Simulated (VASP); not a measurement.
Be4InCu, 6 atoms in the cell. The structure is cubic, space group F-43m (No. 216). The conventional cell has a = 6.384 Å, b = 6.384 Å, c = 6.384 Å, α = 90.00°, β = 90.00°, γ = 90.00°. Around In (site symmetry -43m) lie 12 Be at 2.65 Å and 4 Cu at 2.76 Å. Cu (site symmetry -43m) is surrounded by 12 Be at 2.64 Å and 4 In at 2.76 Å. Be (site symmetry 3m) is surrounded by 6 Be at 2.23 to 2.28 Å. The cell comes from a database or a generator and needn't be the stable form of this composition.

| Item | Value |
| --- | --- |
| Program | VASP 6.6.1 |
| Task | band structure |
| Functional | AM05 |
| Dispersion | D4 |
| Potentials or basis | VASP PAW PBE potentials, release 64 (In, Cu, Be) |
| Cutoff | 500 eV |
| k mesh | 7 × 7 × 7 |
| Occupations | fermi-dirac, width 0.1 eV |
| Spin | no spin polarisation |
| Further INCAR settings | ALGO = Fast; EDIFF = 1e-06; BMIX = 0.5 |

Potentials or basis: VASP PAW PBE potentials, release 64 (In, Cu, Be).

The run is started by

```bash
$ cat potpaw_PBE.64/In/POTCAR potpaw_PBE.64/Cu/POTCAR potpaw_PBE.64/Be/POTCAR > POTCAR
$ cp INCAR.step1 INCAR
$ cp KPOINTS.step1 KPOINTS
$ mpirun -np 1 vasp_std > vasp.out
$ cp INCAR.step2 INCAR
$ cp KPOINTS.step2 KPOINTS
$ mpirun -np 1 vasp_std > vasp.out
```

Hardware: 1 thread of AMD EPYC 7R43 64-Core Processor (Zen 3), with other jobs on the host.

Estimate the wall time of this run.

Wall time 4.1 min on 1 thread of AMD EPYC 7R43 64-Core Processor (Zen 3), with other jobs on the host, peak memory 0.29 GiB. Counts: scf iterations 8, k points 150.
